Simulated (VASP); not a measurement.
# Si2Ag (P6/mmm) in VASP: notebook

Runs on Si2Ag. Level: PBE. Tasks: single point.

Everything below comes from runs of VASP 6.6.1. Logs are shortened: lines on timing, memory, paths and dates and some standing lists are left out, and cuts for length are marked.

**1. Starting point**

Symmetry: P6/mmm, No. 191, hexagonal system. The conventional cell has a = 3.518 Å, b = 3.518 Å, c = 3.799 Å, α = 90.00°, β = 90.00°, γ = 120.00°. Around Si (site symmetry -6m2) lie 3 Si at 2.03 Å. Ag (site symmetry 6/mmm) is surrounded by 12 Si at 2.78 Å.

The cell was built by a generator and needn't be a form met in nature.

**2. Single point, PBE**

INCAR

```
SYSTEM = Si2Ag
ALGO = Normal
EDIFF = 1E-7
ENCUT = 520
GGA = PE
ISIF = 2
ISMEAR = -1
LASPH = .True.
LCHARG = .False.
LREAL = .False.
LWAVE = .False.
NBANDS = 16
NELM = 100
PREC = Accurate
SIGMA = 0.1
```

KPOINTS

```
k-points
0
Gamma
  6 6 5
  0 0 0
```

POSCAR

```
Si2Ag
1.0
    3.5175980000      0.0000000000      0.0000000000
   -1.7587990000      3.0463340000      0.0000000000
    0.0000000000      0.0000000000      3.7990060000
Si Ag
2 1
Direct
    0.3333000000      0.6667000000      0.5000000000
    0.6666000000      0.3333000000      0.5000000000
    0.0000000000      0.0000000000      0.0000000000
```

Potentials or basis: VASP PAW PBE potentials, release 64 (Si, Ag).

Launch:

```sh
$ cat potpaw_PBE.64/Si/POTCAR potpaw_PBE.64/Ag/POTCAR > POTCAR
$ mpirun -np 1 vasp_std > vasp.out
```

OUTCAR:

```text
SYSTEM = Si2Ag
   EDIFF = 1E-7
   ENCUT = 520
   GGA = PE
   ISIF = 2
   ISMEAR = -1
   LASPH = .True.
   LREAL = .False.
   NELM = 100
   PREC = Accurate

 ion  position               nearest neighbor table
   1  0.333  0.667  0.500-   2 2.03   2 2.03   2 2.03   3 2.78   3 2.78   3 2.78   3 2.78   3 2.78
                             3 2.78
   2  0.667  0.333  0.500-   1 2.03   1 2.03   1 2.03   3 2.78   3 2.78   3 2.78   3 2.78   3 2.78
                             3 2.78
   3  0.000  0.000  0.000-   2 2.78   2 2.78   1 2.78   1 2.78   2 2.78   2 2.78   1 2.78   1 2.78
                             2 2.78   2 2.78   1 2.78   1 2.78

  LATTYP: Found a hexagonal cell.
 ALAT       =     3.5175980000
 C/A-ratio  =     1.0800000455

  Lattice vectors:

 A1 = (   3.5175980000,   0.0000000000,   0.0000000000)
 A2 = (  -1.7587990000,   3.0463340000,   0.0000000000)
 A3 = (   0.0000000000,   0.0000000000,   3.7990060000)

Analysis of symmetry for initial positions (statically):
=====================================================================
 Subroutine PRICEL returns:
 Original cell was already a primitive cell.

 Routine SETGRP: Setting up the symmetry group for a
 hexagonal supercell.

 Subroutine GETGRP returns: Found  4 space group operations
 (whereof  4 operations were pure point group operations)
 out of a pool of 24 trial point group operations.

The static configuration has the point symmetry C_2v.

Analysis of symmetry for dynamics (positions and initial velocities):
=====================================================================
 Subroutine PRICEL returns:
 Original cell was already a primitive cell.

 Routine SETGRP: Setting up the symmetry group for a
 hexagonal supercell.

 Subroutine GETGRP returns: Found  4 space group operations
 (whereof  4 operations were pure point group operations)
 out of a pool of 24 trial point group operations.

The dynamic configuration has the point symmetry C_2v.

 Subroutine INISYM returns: Found  4 space group operations
 (whereof  4 operations are pure point group operations),
 and found     1 'primitive' translations

----------------------------------------------------------------------------------------

                                     Primitive cell

  volume of cell :      40.7093

  direct lattice vectors                    reciprocal lattice vectors
     3.517598000  0.000000000  0.000000000     0.284284901  0.164131707  0.000000000
    -1.758799000  3.046334000  0.000000000     0.000000000  0.328263414  0.000000000
     0.000000000  0.000000000  3.799006000     0.000000000  0.000000000  0.263226749

  length of vectors
     3.517598000  3.517602132  3.799006000     0.328263800  0.328263414  0.263226749

  position of ions in fractional coordinates (direct lattice)
     0.333300000  0.666700000  0.500000000
     0.666600000  0.333300000  0.500000000
     0.000000000  0.000000000  0.000000000

  ion indices of the primitive-cell ions
   primitive index   ion index
                 1           1
                 2           2
                 3           3

----------------------------------------------------------------------------------------

 KPOINTS: k-points

Automatic generation of k-mesh.
 Grid dimensions read from file:
 generate k-points for:    6    6    5

 Generating k-lattice:

  Cartesian coordinates                     Fractional coordinates (reciprocal lattice)
     0.047380817  0.027355285  0.000000000     0.166666667  0.000000000  0.000000000
     0.000000000  0.054710569  0.000000000     0.000000000  0.166666667  0.000000000
     0.000000000  0.000000000  0.052645350     0.000000000  0.000000000  0.200000000

  Length of vectors
     0.054710633  0.054710569  0.052645350

  Shift w.r.t. Gamma in fractional coordinates (k-lattice)
     0.000000000  0.000000000  0.000000000

 Subroutine IBZKPT returns following result:
 ===========================================

 Found     39 irreducible k-points:

 Following reciprocal coordinates:
            Coordinates               Weight
  0.000000  0.000000  0.000000      1.000000
  0.166667  0.000000  0.000000      4.000000
  0.000000  0.166667  0.000000      2.000000
  0.333333  0.000000  0.000000      4.000000
  0.000000  0.333333  0.000000      2.000000
  0.500000  0.000000  0.000000      2.000000
[... 16 lines left out ...]
  0.333333  0.166667  0.200000      8.000000
 -0.166667  0.500000  0.200000      8.000000
 [... further k-points ...]
   k-points           NKPTS =     39   k-points in BZ     NKDIM =     39   number of bands    NBANDS=     16
   number of dos      NEDOS =    301   number of ions     NIONS =      3
   total plane-waves  NPLWV =  21952
   dimension x,y,z NGX =    28 NGY =   28 NGZ =   28
   dimension x,y,z NGXF=    56 NGYF=   56 NGZF=   56
   ions per type =               2   1
   NGX,Y,Z   is equivalent  to a cutoff of  13.23, 13.23, 12.25 a.u.
   NGXF,Y,Z  is equivalent  to a cutoff of  26.47, 26.47, 24.51 a.u.
 SYSTEM =  Si2Ag
   PREC   = accura    normal or accurate (medium, high low for compatibility)
   ISTART =      0    job   : 0-new  1-cont  2-samecut
   ICHARG =      2    charge: 1-file 2-atom 10-const
   ISPIN  =      1    spin polarized calculation?
   LNONCOLLINEAR =      F non collinear calculations
   LSORBIT =      F    spin-orbit coupling
   LASPH  =      T    aspherical Exc in radial PAW
   ENCUT  =  520.0 eV  38.22 Ry    6.18 a.u.   6.54  6.54  7.06*2*pi/ulx,y,z
   NELM   =    100;   NELMIN=  2; NELMDL= -5     # of ELM steps
   EDIFF  = 0.1E-06   stopping-criterion for ELM
   LREAL  =      F    real-space projection
   EDIFFG = 0.1E-05   stopping-criterion for IOM
   NSW    =      0    number of steps for IOM
   IBRION =     -1    ionic relax: 0-MD 1-quasi-New 2-CG
   NFREE  =      0    steps in history (QN), initial steepest desc. (CG)
   ISIF   =      2    stress and relaxation
   ISYM   =      2    0-nonsym 1-usesym 2-fastsym
   POTIM  = 0.5000    time-step for ionic-motion
   TEBEG  =    0.0;   TEEND  =   0.0 temperature during run
   PSTRESS=    0.0 pullay stress
   NELECT =      19.0000    total number of electrons
   NUPDOWN=      -1.0000    fix difference up-down
   EMIN   =  10.00;   EMAX   =-10.00  energy-range for DOS
   EFERMI =   0.00;   METHOD = LEGACY
   ISMEAR =    -1;   SIGMA  =   0.10  broadening in eV -4-tet -1-fermi 0-gaus
   EFERMI_NEDOS =   21; number of points for ismear=-14 and -15
   IALGO  =     38    algorithm
   IMIX   =      4    mixing-type and parameters
     AMIX     =   0.40;   BMIX     =  1.00
     AMIX_MAG =   1.60;   BMIX_MAG =  1.00
  volume/ion in A,a.u.               =      13.57        91.57
  Fermi-wavevector in a.u.,A,eV,Ry     =   1.269876  2.399718 21.940567  1.612586
  Thomas-Fermi vector in A             =   2.402894
   LORBIT       =      0    0 simple, 1 ext, 2 COOP (PROOUT), +10 PAW based schemes
   GGA     = PE    functional components
   LHFCALC =     F    Hartree Fock is set to
   AEXX    =    0.0000 exact exchange contribution
   IVDW    =     0    specifies the selected vdW correction
   LEPSILON=     F    determine dielectric tensor
   LRPA    =     F    only Hartree local field effects (RPA)
 non-spin polarized calculation
  energy-cutoff  :      520.00
  volume of cell :       40.71
 maximum number of plane-waves:      1119
 NGX is ok and might be reduce to    28
   NGX = 13   NGY = 13   NGZ = 15

 number of electron      18.9999996 magnetization

 Free energy of the ion-electron system (eV)
  ---------------------------------------------------
  ext. energy  EPLUGINS =         0.00000000
  ---------------------------------------------------
  free energy    TOTEN  =        -9.87332488 eV

  energy without entropy =       -9.83010473  energy(sigma->0) =       -9.85171480

 E-fermi :  11.5814     XC(G=0): -11.9869

 val. band max:       11.4958507965   @ k =   0.5000   0.0000   0.0000
 cond. band min:      11.6750569774   @ k =  -0.1667   0.5000   0.2000
 fundamental gap:      0.1792061809
 Fermi energy:        11.5813932727

 k-point     1 :       0.0000    0.0000    0.0000
  band No.  band energies     occupation
      1      -3.2938      2.00000
      2       4.9769      2.00000
      3       5.2562      2.00000
      4       5.2564      2.00000
      5       5.9360      2.00000
      6       5.9361      2.00000
[... 8 lines left out ...]
     15      19.9806      0.00000
     16      19.9821      0.00000

 k-point     2 :       0.1667    0.0000    0.0000
  band No.  band energies     occupation
      1      -2.8656      2.00000
      2       4.7389      2.00000
      3       5.0642      2.00000
      4       5.3576      2.00000
      5       5.4274      2.00000
      6       5.8809      2.00000
[... 8 lines left out ...]
     15      19.9605      0.00000
     16      21.3017      0.00000

 k-point     3 :       0.0000    0.1667    0.0000
  band No.  band energies     occupation
      1      -2.8656      2.00000
      2       4.7387      2.00000
      3       5.0642      2.00000
      4       5.3578      2.00000
      5       5.4276      2.00000
      6       5.8808      2.00000
[... 8 lines left out ...]
     15      19.9615      0.00000
     16      21.3020      0.00000

 k-point     4 :       0.3333    0.0000    0.0000
  band No.  band energies     occupation
      1      -1.6154      2.00000
      2       2.8859      2.00000
      3       4.8223      2.00000
      4       4.9916      2.00000
      5       5.7731      2.00000
      6       5.8894      2.00000
[... 8 lines left out ...]
     15      19.9239      0.00000
     16      20.7788      0.00000

 k-point     5 :       0.0000    0.3333    0.0000
  band No.  band energies     occupation
      1      -1.6154      2.00000
      2       2.8855      2.00000
      3       4.8225      2.00000
      4       4.9917      2.00000
      5       5.7730      2.00000
      6       5.8896      2.00000
[... 8 lines left out ...]
     15      19.9247      0.00000
     16      20.7796      0.00000

 k-point     6 :       0.5000    0.0000    0.0000
  band No.  band energies     occupation
      1       0.0328      2.00000
      2       0.7967      2.00000
      3       4.6438      2.00000
      4       4.8480      2.00000
      5       5.7204      2.00000
      6       6.4230      2.00000
[... 8 lines left out ...]
     15      19.9073      0.00000
     16      20.2246      0.00000
[... 267 lines left out ...]
 k-point    21 :       0.1667    0.1667    0.2000
  band No.  band energies     occupation
      1      -1.8050      2.00000
      2       3.8899      2.00000
      3       4.4320      2.00000
      4       5.0266      2.00000
      5       5.4810      2.00000
      6       5.9461      2.00000
[... 8 lines left out ...]
     15      19.0325      0.00000
     16      22.1518      0.00000

 k-point    22 :      -0.3333    0.1667    0.2000
  band No.  band energies     occupation
      1      -1.8050      2.00000
      2       3.8903      2.00000
      3       4.4317      2.00000
      4       5.0265      2.00000
      5       5.4811      2.00000
      6       5.9460      2.00000
[... 8 lines left out ...]
     15      19.0333      0.00000
     16      22.1519      0.00000

 k-point    23 :       0.3333    0.1667    0.2000
  band No.  band energies     occupation
      1      -0.3198      2.00000
      2       1.9991      2.00000
      3       4.1233      2.00000
      4       5.0107      2.00000
      5       5.2072      2.00000
      6       6.3449      2.00000
[... 8 lines left out ...]
     15      19.3292      0.00000
     16      22.3998      0.00000

 k-point    24 :      -0.1667    0.5000    0.2000
  band No.  band energies     occupation
      1      -0.3196      2.00000
      2       1.9987      2.00000
      3       4.1235      2.00000
      4       5.0108      2.00000
      5       5.2072      2.00000
      6       6.3449      2.00000
[... 8 lines left out ...]
     15      19.3289      0.00000
     16      22.4006      0.00000

 [... further k-points ...]

------------------------ aborting loop because EDIFF is reached ----------------------------------------

  FORCE on cell =-STRESS in cart. coord.  units (eV):
  Direction    XX          YY          ZZ          XY          YZ          ZX
  --------------------------------------------------------------------------------------
  -------------------------------------------------------------------------------------
  Total       18.8190183     18.8349536      6.8776940      0.0000000      0.0000000      0.0000000
  in kB      740.6513934    741.2785519    270.6822197      0.0000000      0.0000000      0.0000000
  external PRESSURE =     584.2040550 kB  Pullay stress =       0.0000000 kB

 VOLUME and BASIS-vectors are now :
 -----------------------------------------------------------------------------
  energy-cutoff  :      520.00
  volume of cell :       40.71
      direct lattice vectors                 reciprocal lattice vectors
     3.517598000  0.000000000  0.000000000     0.284284901  0.164131707  0.000000000
    -1.758799000  3.046334000  0.000000000     0.000000000  0.328263414  0.000000000
     0.000000000  0.000000000  3.799006000     0.000000000  0.000000000  0.263226749

 POSITION                                       TOTAL-FORCE (eV/Angst)
 -----------------------------------------------------------------------------------
     -0.00018      2.03099      1.89950         0.000143     -0.007060      0.000000
      1.75862      1.01534      1.89950         0.000143      0.007060      0.000000
      0.00000      0.00000      0.00000        -0.000285      0.000000      0.000000
 -----------------------------------------------------------------------------------
    total drift:                                0.000001     -0.000000     -0.000000

  FREE ENERGIE OF THE ION-ELECTRON SYSTEM (eV)
  ---------------------------------------------------
  free  energy   TOTEN  =        -9.8733248751 eV

  energy  without entropy=       -9.8301047332  energy(sigma->0) =       -9.85171480
```

It took 23 s on 1 thread of Intel Xeon Platinum 8375C at 2.90GHz (Ice Lake), shared host; peak memory 0.17 GiB.

Results:

```
Free energy            : -9.8733 eV
Pressure               : 58.4 GPa
Largest force          : 0.007 eV/Å
Band gap on the k mesh : none (metal or under the smearing width)
```

Forces in eV/Å, atoms in the order of the input:
```
Si   0.000 -0.007  0.000
Si   0.000  0.007  0.000
Ag   0.000  0.000  0.000
```

Stress tensor (GPa, compression positive):
```
74.07  0.00  0.00
 0.00 74.13  0.00
 0.00  0.00 27.07
```

Levels at points of the mesh, in eV from the Fermi level:
```tsv
k point	band 6	band 7	band 8	band 9	band 10	band 11	band 12	band 13
(0.00, 0.00, 0.00)	-5.65	-4.47	-1.66	-1.66	0.14	0.78	0.78	2.30
(0.50, 0.00, 0.00)	-5.16	-4.80	-4.70	-0.14	-0.09	1.09	2.00	4.74
(0.00, 0.50, 0.00)	-5.16	-4.80	-4.70	-0.14	-0.09	1.09	2.00	4.74
```

Caveat: a pressure of tens of GPa on the cell as given is suspect, and the run, the potentials or the cell itself is likely at fault.

**3. Single point, PBE**

INCAR

```
SYSTEM = Si2Ag
  PREC = Accurate
  ENCUT = 520
  EDIFF = 1E-6
  ISMEAR = -1
  SIGMA = 0.1
  LREAL = .FALSE.
  LASPH = .TRUE.
  NELM = 60
  ALGO = Fast
  ISIF = 2
  LWAVE = .FALSE.
  LCHARG = .TRUE.
  GGA = PE
  LELF = .TRUE.
  LVHAR = .TRUE.
  NBANDS = 16
```

KPOINTS

```
Automatic mesh
0
G
  6 6 5
  0 0 0
```

POSCAR is that of step 2.

Potentials or basis: VASP PAW PBE potentials, release 64 (Si, Ag).

Launch:

```sh
$ cat potpaw_PBE.64/Si/POTCAR potpaw_PBE.64/Ag/POTCAR > POTCAR
$ mpirun -np 1 vasp_std > vasp.out
```

Run time: 22 s. Hardware: 1 thread of Intel Xeon Platinum 8375C at 2.90GHz (Ice Lake), shared host; peak memory 0.16 GiB.

Results (log left out):

- Free energy: -9.8733 eV
- Pressure: 58.4 GPa
- Largest force: 0.007 eV/Å
- Band gap on the k mesh: none (metal or under the smearing width)

Forces in eV/Å, atoms in the order of the input:
```
Si   0.000 -0.007  0.000
Si   0.000  0.007  0.000
Ag   0.000  0.000  0.000
```

Stress tensor (GPa, compression positive):
```
74.06  0.00  0.00
 0.00 74.12  0.00
 0.00  0.00 27.06
```

Levels at points of the mesh, in eV from the Fermi level:
```
           k point  band 7  band 8  band 9  band 10  band 11  band 12
(0.00, 0.00, 0.00)   -4.47   -1.66   -1.66     0.14     0.78     0.78
(0.50, 0.00, 0.00)   -4.80   -4.70   -0.14    -0.09     1.09     2.00
(0.00, 0.50, 0.00)   -4.80   -4.70   -0.14    -0.09     1.09     2.00
```

Caveat: a pressure of tens of GPa on the cell as given is suspect, and the run, the potentials or the cell itself is likely at fault.

**4. Single point, PBE**

INCAR

```
SYSTEM = Si2Ag
PREC = Accurate
ENCUT = 520
EDIFF = 1E-7
ISMEAR = -1
SIGMA = 0.001
LREAL = .False.
LASPH = .True.
NELM = 80
ALGO = Normal
ISIF = 2
LWAVE = .False.
LCHARG = .False.
GGA = PE
NBANDS = 16
```

KPOINTS

```
Automatic mesh
0
Gamma
  6 6 5
  0 0 0
```

POSCAR is that of step 3.

Launch:

```sh
$ cat potpaw_PBE.64/Si/POTCAR potpaw_PBE.64/Ag/POTCAR > POTCAR
$ mpirun -np 1 vasp_std > vasp.out
```

Run time: 23 s. Hardware: 1 thread of Intel Xeon Platinum 8375C at 2.90GHz (Ice Lake), shared host; peak memory 0.17 GiB.

The run converged. Its results:

```
Free energy            : -9.8517 eV
Pressure               : 58.6 GPa
Largest force          : 0.007 eV/Å
Band gap on the k mesh : none (metal or under the smearing width)
```

Forces in eV/Å, atoms in the order of the input:
```
Si   0.000 -0.007  0.000
Si   0.000  0.007  0.000
Ag   0.000  0.000  0.000
```

Stress tensor (GPa, compression positive):
```
74.15  0.00  0.00
 0.00 74.23  0.00
 0.00  0.00 27.41
```

Levels at points of the mesh, in eV from the Fermi level:
| k point | band 6 | band 7 | band 8 | band 9 | band 10 | band 11 | band 12 | band 13 |
| --- | --- | --- | --- | --- | --- | --- | --- | --- |
| (0.00, 0.00, 0.00) | -5.58 | -4.39 | -1.58 | -1.57 | 0.21 | 0.87 | 0.88 | 2.37 |
| (0.50, 0.00, 0.00) | -5.10 | -4.71 | -4.63 | -0.06 | -0.01 | 1.16 | 2.07 | 4.82 |
| (0.00, 0.50, 0.00) | -5.10 | -4.71 | -4.63 | -0.06 | -0.01 | 1.16 | 2.07 | 4.82 |

Caveat: a pressure of tens of GPa on the cell as given is suspect, and the run, the potentials or the cell itself is likely at fault.
